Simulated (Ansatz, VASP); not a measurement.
**Si57O97 (amorphous SiO1.7): VASP beside Ansatz**

Aim: how closely do two programs agree when they are given the same cell, functional and k mesh? Of the first pair: The structure shown is the start of the Ansatz relaxation below; VASP solves that cell, so the two are compared at the walk's first step.

Method: plane waves, with VASP 6.6.1 beside it; single point at PBE, in Ansatz 0.2.0.

### 1. Starting point

The cell holds 154 atoms: 57 Si and 97 O. Cell: a = 13.263 Å, b = 13.387 Å, c = 13.095 Å, α = 89.1°, β = 90.3°, γ = 89.2°. As first built, before any earlier steps moved the atoms (in the runner's words): 154 atoms (57 Si, 97 O) placed at random at 2.22 g/cm^3, melted at 5000 K for 10 ps at fixed volume with the Tersoff Si-O potential (Munetoh et al., Comput. Mater. Sci. 39, 334 (2007)). Quenched from 5000 K to 100 K at 30 K/ps and fixed volume, held 5 ps.

### 2. Ansatz: relaxation, PBE

Ansatz runs on its PAW soft_1 files.

The two programs are compared at the cell with which this relaxation starts, whose forces are those of its first step.

input.yaml

```yaml
crystal:
  lattice:
    - [13.26294, 0.08752, -0.03596]
    - [0.08752, 13.38623, 0.10192]
    - [-0.03596, 0.10192, 13.09455]
  atoms:
    - { symbol: Si, position: [0.1822, 0.22914, 0.9151] }
    - { symbol: Si, position: [0.88878, 0.22939, 0.75231] }
    - { symbol: Si, position: [0.75203, 0.01368, 0.1485] }
    - { symbol: Si, position: [0.93575, 0.59332, 0.52899] }
    - { symbol: Si, position: [0.54348, 0.16863, 0.62175] }
    - { symbol: Si, position: [0.02973, 0.16712, 0.09259] }
    - { symbol: Si, position: [0.21237, 0.53366, 0.16993] }
    - { symbol: Si, position: [0.31897, 0.08794, 0.07487] }
    - { symbol: Si, position: [0.74736, 0.90557, 0.35756] }
    - { symbol: Si, position: [0.32864, 0.41946, 0.86575] }
    - { symbol: Si, position: [0.74151, 0.07176, 0.52556] }
    - { symbol: Si, position: [0.0799, 0.60838, 0.34808] }
    - { symbol: Si, position: [0.48067, 0.37459, 0.28404] }
    - { symbol: Si, position: [0.56439, 0.40607, 0.82404] }
    - { symbol: Si, position: [0.64912, 0.32835, 0.128] }
    - { symbol: Si, position: [0.3643, 0.9063, 0.83876] }
    - { symbol: Si, position: [0.50046, 0.96884, 0.29458] }
    - { symbol: Si, position: [0.04804, 0.35483, 0.86909] }
    - { symbol: Si, position: [0.73749, 0.07806, 0.83737] }
    - { symbol: Si, position: [0.92933, 0.14755, 0.41811] }
    - { symbol: Si, position: [0.01873, 0.63724, 0.12626] }
    - { symbol: Si, position: [0.57838, 0.59918, 0.71871] }
    - { symbol: Si, position: [0.93999, 0.38068, 0.57362] }
    - { symbol: Si, position: [0.279, 0.9122, 0.07007] }
    - { symbol: Si, position: [0.08815, 0.13035, 0.70868] }
    - { symbol: Si, position: [0.52472, 0.06057, 0.86546] }
    - { symbol: Si, position: [0.39444, 0.40016, 0.6432] }
    - { symbol: Si, position: [0.22729, 0.53475, 0.49015] }
    - { symbol: Si, position: [0.84841, 0.21674, 0.21169] }
    - { symbol: Si, position: [0.40997, 0.6703, 0.561] }
[... 118 atom lines left out ...]
    - { symbol: O, position: [0.42398, 0.87624, 0.33258] }
    - { symbol: O, position: [0.38441, 0.68106, 0.30417] }
    - { symbol: O, position: [0.15917, 0.15021, 0.80982] }
    - { symbol: O, position: [0.86553, 0.85814, 0.38026] }
    - { symbol: O, position: [0.05668, 0.3395, 0.55193] }
    - { symbol: O, position: [0.77124, 0.803, 0.59397] }
kpoints:
  mp_grid: { grid: [1, 1, 1] }
hamiltonian:
  xc: pbe
  pseudopotentials: { kind: paw, azcp: { folder: soft_1 } }
scf:
  occupations: { method: gaussian, width: 0.025 }
output:
  forces: true
  eigenvalues: true
  stress: true
relax:
  f_tol: 0.05
  max_steps: 70
```

Run with:

```bash
ansatz run input.yaml --threads 4 --pin off --max-ram 15872MiB --backend cpu --events-out ev --progress --plain --runs-dir out
```

Numbers of over 12 decimals in the logs are rounded to 6 here.

Log:

```text
Warning: output.stress: scf.convergence.dr2_threshold = 1e-7 eV (the SCF's general default) is looser than the 1.08e-8 eV advised for a printed stress (1e-10 eV for each atom of the cell: 154, of which 108 are counted). What an SCF threshold leaves in a stress goes as its square root, and in the free energy as the threshold itself, and one threshold admits the most on a small cell: [figures from the program's tests c [...]
Engine: ansatz 0.2.0, aarch64-unknown-linux-gnu
Pseudopotentials: kind: paw
Pseudopotential: Si, paw, valence charge 4, recommended cutoff 420 eV (normal), soft_1/Si.paw.azcp
Pseudopotential: O, paw, valence charge 6, recommended cutoff 420 eV (normal), soft_1/O.paw.azcp
Functional definition: PBE
  parameter kappa = 0.804
  parameter beta = 0.066725
  exchange = pbe_x(kappa = kappa, mu = beta*pi^2/3)
  correlation = pbe_c(beta = beta)
Crystal: 154 atoms, lattice volume = 2324.560 Å³
Basis set: ecut = 420 eV, 45439 PW (Γ), exchange–correlation on 180×180×180 points (8 copies of the dense FFT grid, shifted against one another)
Bands: 559, of which v1, the nominal top of the filled ones, is band 405 counted from 1 (404 counted from 0)
Symmetry: 1 space group operations
Space group: P1 (ITA 1), of the structure as read, at distance tolerance 1.3e-4 Å
k-points: 1
Non-local potential: Si, projectors of the file, l = 0: 2, l = 1: 2, l = 2: 1
Non-local potential: O, projectors of the file, l = 0: 2, l = 1: 2, l = 2: 1
PAW form: soft (Blöchl's): semilocal exchange-correlation on the pseudo side does not see the compensation charge
PAW one-centre angular grid: Si, 110 points (default); XC on 64 Gauss nodes
PAW one-centre angular grid: O, 110 points (default); XC on 64 Gauss nodes
Initial density: superposition of atomic densities (chi_scale 0.1, normalization cell, long waves kept (reshape's long-wave potential 0.72 eV rms))
Initial wavefunctions: pseudopotential atomic-orbital guess
Functional: x = pbe(κ = 0.804, μ = 0.219515), c = pbe(β = 0.066725)
SCF iter   1: F=—  HF=-91476.504277 eV  |F-HF|=—  |Δ(HF+E_count)|=         —  Δρ=1.06e-1  dr2=2.57e2  ethr=3.10e-3  ⟨swp⟩=6.0  Hψ=2522  notcnv=0  defer=98
preconditioner: auto → Resta (q_TF=auto, 2.289 Å⁻¹)  ε∞=2.9  [insulator: Δε(μ)=1.751 eV  Ē_g=15.995 eV  σ=0.025 eV  W_gap=1.00  n_scr=460 (ndim 8)  ℏωp=21.9 eV  f_vac=0.115  D(μ)=0.00/eV (n_scr^D=0)  ε∞_Penn≈2.9]
SCF iter   2: F=—  HF=-91410.999959 eV  |F-HF|=—  |Δ(HF+E_count)|=    6.55e1  Δρ=4.05e-2  dr2=2.30e1  ethr=3.10e-3  ⟨swp⟩=4.0  Hψ=1368  notcnv=0  defer=148
SCF iter   3: F=—  HF=-91407.648872 eV  |F-HF|=—  |Δ(HF+E_count)|=    3.35e0  Δρ=1.89e-2  dr2=6.82e0  ethr=2.84e-3  ⟨swp⟩=3.0  Hψ=671  notcnv=0  defer=148
SCF iter   4: F=—  HF=-91407.283576 eV  |F-HF|=—  |Δ(HF+E_count)|=   3.65e-1  Δρ=7.61e-3  dr2=1.13e0  ethr=8.42e-4  ⟨swp⟩=4.0  Hψ=981  notcnv=0  defer=145
SCF iter   5: F=—  HF=-91407.101136 eV  |F-HF|=—  |Δ(HF+E_count)|=   1.82e-1  Δρ=1.83e-3  dr2=9.37e-2  ethr=1.40e-4  ⟨swp⟩=6.0  Hψ=1021  notcnv=0  defer=144
SCF iter   6: F=—  HF=-91407.147098 eV  |F-HF|=—  |Δ(HF+E_count)|=   4.60e-2  Δρ=1.16e-3  dr2=3.22e-2  ethr=1.16e-5  ⟨swp⟩=3.0  Hψ=778  notcnv=0  defer=144
SCF iter   7: F=—  HF=-91407.148219 eV  |F-HF|=—  |Δ(HF+E_count)|=   1.12e-3  Δρ=2.95e-4  dr2=3.11e-3  ethr=3.97e-6  ⟨swp⟩=2.0  Hψ=896  notcnv=0  defer=144
SCF iter   8: F=—  HF=-91407.150102 eV  |F-HF|=—  |Δ(HF+E_count)|=   1.88e-3  Δρ=1.60e-4  dr2=5.98e-4  ethr=3.85e-7  ⟨swp⟩=2.0  Hψ=751  notcnv=0  defer=144
SCF iter   9: F=—  HF=-91407.150134 eV  |F-HF|=—  |Δ(HF+E_count)|=   3.21e-5  Δρ=7.01e-5  dr2=1.12e-4  ethr=7.38e-8  ⟨swp⟩=2.0  Hψ=780  notcnv=0  defer=144
SCF iter  10: F=-91407.150130 eV  HF=-91407.150132 eV  |F-HF|=1.97e-6  |Δ(HF+E_count)|=   1.91e-6  Δρ=2.07e-5  dr2=1.18e-5  ethr=7.72e-9  ⟨swp⟩=16.0  Hψ=4235  notcnv=0
SCF 1 converged in 10 iterations: F = -91407.150130 eV  dr2 = 1.18e-5
  greatest PAW one-centre occupation: 0.869 electrons in one spin orbital (limit 2), on the O atom at site 126 (counted from 0), in its partial waves of l = 0
[...]
- { symbol: Si, position: [0.827370, 0.891425, 0.659023] }
    - { symbol: Si, position: [0.253810, 0.358037, 0.314126] }
    - { symbol: Si, position: [0.201742, 0.930529, 0.409895] }
    - { symbol: Si, position: [0.345150, 0.800907, 0.277568] }
    - { symbol: Si, position: [0.970362, 0.921680, 0.353529] }
    - { symbol: Si, position: [0.903205, 0.479951, 0.999373] }
    - { symbol: Si, position: [0.157572, 0.511082, 0.724007] }
    - { symbol: Si, position: [0.105713, 0.225006, 0.557450] }
    - { symbol: Si, position: [0.479409, 0.601841, 0.330688] }
    - { symbol: Si, position: [0.620730, 0.204065, 0.916453] }
    - { symbol: O, position: [0.974611, 0.764789, 0.779392] }
    - { symbol: O, position: [0.982522, 0.567181, 0.418418] }
    - { symbol: O, position: [0.490838, 0.739650, 0.492490] }
    - { symbol: O, position: [0.076391, 0.430472, 0.763756] }
    - { symbol: O, position: [0.264762, 0.144537, 0.976102] }
    - { symbol: O, position: [0.603034, 0.295329, 0.827124] }
    - { symbol: O, position: [0.870017, 0.385026, 0.470239] }
    - { symbol: O, position: [0.403212, 0.675955, 0.957656] }
    - { symbol: O, position: [0.031159, 0.751363, 0.089734] }
    - { symbol: O, position: [0.935404, 0.238603, 0.129426] }
    - { symbol: O, position: [0.260261, 0.495648, 0.792870] }
    - { symbol: O, position: [0.946651, 0.038043, 0.362848] }
    - { symbol: O, position: [0.674914, 0.446392, 0.101736] }
    - { symbol: O, position: [0.315934, 0.577036, 0.121834] }
    - { symbol: O, position: [0.841037, 0.140234, 0.505011] }
    - { symbol: O, position: [0.940210, 0.297620, 0.843431] }
    - { symbol: O, position: [0.549969, 0.651132, 0.823495] }
    - { symbol: O, position: [0.445556, 0.816720, 0.826500] }
    - { symbol: O, position: [0.628322, 0.264474, 0.026210] }
    - { symbol: O, position: [0.026848, 0.885122, 0.251674] }
    - { symbol: O, position: [0.736284, 0.925057, 0.236707] }
    - { symbol: O, position: [0.124799, 0.818789, 0.639406] }
    - { symbol: O, position: [0.365441, 0.475604, 0.964766] }
    - { symbol: O, position: [0.185538, 0.498797, 0.603014] }
[...]
- { symbol: O, position: [0.733046, 0.00631804, 0.421029] }
    - { symbol: O, position: [0.818016, 0.624323, 0.514954] }
    - { symbol: O, position: [0.426303, 0.876493, 0.328794] }
    - { symbol: O, position: [0.384801, 0.683945, 0.303874] }
    - { symbol: O, position: [0.157862, 0.151938, 0.807818] }
    - { symbol: O, position: [0.867247, 0.860695, 0.378735] }
    - { symbol: O, position: [0.055810, 0.338132, 0.551842] }
    - { symbol: O, position: [0.773619, 0.799734, 0.597696] }
```

### 3. VASP: single point, PBE, start cell, pair 1

The same cell, functional, mesh and smearing now go to VASP, with its own data sets.

Lines of VASP's logs that name or quote its potential files are left out, and so is its time.

INCAR

```
SYSTEM = Si57O97
PREC = Accurate
ENCUT = 520
EDIFF = 1E-06
NELM = 120
ISMEAR = 0
SIGMA = 0.025
LREAL = Auto
ALGO = Normal
GGA = PE
NBANDS = 512
LORBIT = 11
LWAVE = .FALSE.
LCHARG = .FALSE.
ISIF = 2
LASPH = .TRUE.
GGA_COMPAT = .FALSE.
EFERMI = MIDGAP
```

POSCAR

```
Si57O97
1.0
   13.2629400000      0.0875200000     -0.0359600000
    0.0875200000     13.3862300000      0.1019200000
   -0.0359600000      0.1019200000     13.0945500000
Si O
57 97
Direct
    0.1822034043      0.2291374611      0.9150981396
    0.8887831131      0.2293878192      0.7523115673
    0.7520310470      0.0136817507      0.1485006046
    0.9357499383      0.5933178021      0.5289894359
    0.5434767394      0.1686334391      0.6217515152
    0.0297297225      0.1671165957      0.0925909296
    0.2123665444      0.5336599250      0.1699291752
    0.3189712144      0.0879375854      0.0748714241
    0.7473608777      0.9055685224      0.3575594086
    0.3286391281      0.4194609369      0.8657469256
    0.7415111860      0.0717631499      0.5255583920
    0.0798971779      0.6083812217      0.3480812161
    0.4806724469      0.3745925442      0.2840423313
    0.5643917072      0.4060679121      0.8240381750
    0.6491219733      0.3283481071      0.1279980745
    0.3642965003      0.9062992342      0.8387634615
    0.5004622176      0.9688371007      0.2945769610
    0.0480434907      0.3548286125      0.8690916077
    0.7374895826      0.0780585952      0.8373685536
    0.9293280090      0.1475509760      0.4181113700
    0.0187265724      0.6372363665      0.1262606410
    0.5783789202      0.5991775872      0.7187135355
    0.9399884407      0.3806799080      0.5736205588
    0.2790017830      0.9122015702      0.0700720010
    0.0881536270      0.1303470673      0.7086830041
    0.5247193343      0.0605673879      0.8654589794
    0.3944379973      0.4001592650      0.6431988696
    0.2272893221      0.5347474024      0.4901483341
    0.8484124273      0.2167429696      0.2116925337
    0.4099701250      0.6702964482      0.5609987294
[... 118 atom lines left out ...]
    0.4239837187      0.8762434791      0.3325765085
    0.3844118651      0.6810621776      0.3041730791
    0.1591709526      0.1502090292      0.8098189310
    0.8655297845      0.8581424724      0.3802622137
    0.0566793265      0.3394971563      0.5519270718
    0.7712377892      0.8030015677      0.5939716746
```

KPOINTS

```
Automatic mesh
0
Gamma
1 1 1
0 0 0
```

PAW data sets: Si and O (PBE family, release 64).

Run with:

```bash
export OMP_NUM_THREADS=3
mpirun -np 1 vasp_gam
```

Log:

```text
[banner, memory and clock lines left out]
running    1 mpi-ranks, on    1 nodes
[...]
Offloading initialized ...    1 GPUs detected
[...]
LDA part: xc-table for (Slater+PW92), standard interpolation
 POSCAR, INCAR and KPOINTS ok, starting setup
[...]
entering main loop
       N       E                     dE             d eps       ncg     rms          rms(c)
DAV:   1     0.728627951341E+04    0.72863E+04   -0.46608E+05  1056   0.152E+03
DAV:   2    -0.576453231521E+03   -0.78627E+04   -0.75743E+04  1272   0.363E+02
DAV:   3    -0.129033179135E+04   -0.71388E+03   -0.70817E+03  1200   0.116E+02
DAV:   4    -0.130731554922E+04   -0.16984E+02   -0.16892E+02  1224   0.190E+01
[...]
DAV:  17    -0.115585326235E+04    0.16850E-04   -0.12084E-04  1336   0.315E-02    0.150E-02
DAV:  18    -0.115585326265E+04   -0.30025E-06   -0.67920E-05  1224   0.159E-02    0.125E-02
DAV:  19    -0.115585326219E+04    0.46385E-06   -0.62712E-06  1160   0.488E-03
   1 F= -.11558533E+04 E0= -.11558533E+04  d E =-.376009E-10
```

From OUTCAR (step 3):

```text
  Total      -61.6216758    -58.4716499    -61.0896268     -0.3472396     -0.6246168      0.9399432
  in kB      -42.4720527    -40.3009325    -42.1053438     -0.2393310     -0.4305101      0.6478454
  external PRESSURE =     -41.6261097 kB  Pullay stress =       0.0000000 kB

  FREE ENERGIE OF THE ION-ELECTRON SYSTEM (eV)
  ---------------------------------------------------
  free  energy   TOTEN  =     -1155.8532621902 eV

  energy  without entropy=    -1155.8532621902  energy(sigma->0) =    -1155.85326219

[... 3 further parts left out ...]
[key lines of the parts left out:]
E-fermi :   3.8822
```

The run ends at a pressure of -4.16 GPa, with forces up to 0.59 eV/Å.

### 4. Differences

Known differences besides the potentials themselves: the cutoff is 420 eV in Ansatz and 520 eV in VASP (PREC = Accurate, projectors in real space). Total energies have different zeros and are not compared.

Forces on 10 of the 154 atoms, those with the largest forces and the largest differences (eV/Å; atoms numbered as in POSCAR):

```csv
atom,"Ansatz x, y, z","VASP x, y, z"
Si17,"-0.196, -0.379, -0.254","-0.176, -0.356, -0.195"
Si25,"-0.183, -0.051, 0.193","-0.138, -0.078, 0.128"
Si39,"0.003, -0.196, 0.257","0.051, -0.186, 0.194"
Si42,"0.063, 0.022, -0.217","0.063, 0.007, -0.138"
Si45,"0.124, -0.199, 0.573","0.145, -0.195, 0.537"
Si53,"0.458, 0.132, 0.082","0.412, 0.140, 0.095"
O92,"-0.256, -0.027, 0.394","-0.230, -0.024, 0.367"
O95,"0.032, -0.427, -0.211","0.030, -0.401, -0.194"
O118,"-0.079, 0.447, 0.225","-0.076, 0.424, 0.195"
O145,"-0.042, 0.175, 0.429","-0.018, 0.170, 0.391"
```

The forces differ by 20 meV/Å r.m.s., which is 12.2 % of the r.m.s. force of 0.164 eV/Å (both taken over all components).

(Continued in part 2 of 2.)

[Lines on the potential files, build, host, timing and source positions are cut from VASP's logs without a mark.]

[Logs are printed without paths, hosts, clocks, repeated set-up lines and the standing remarks that a program may print on its own settings, such as how far it seeks lower states.]

[Hosts, paths, dates, database ids (printed as entryN), source tags and the programs' standing remarks are cut or masked in the printed files.]
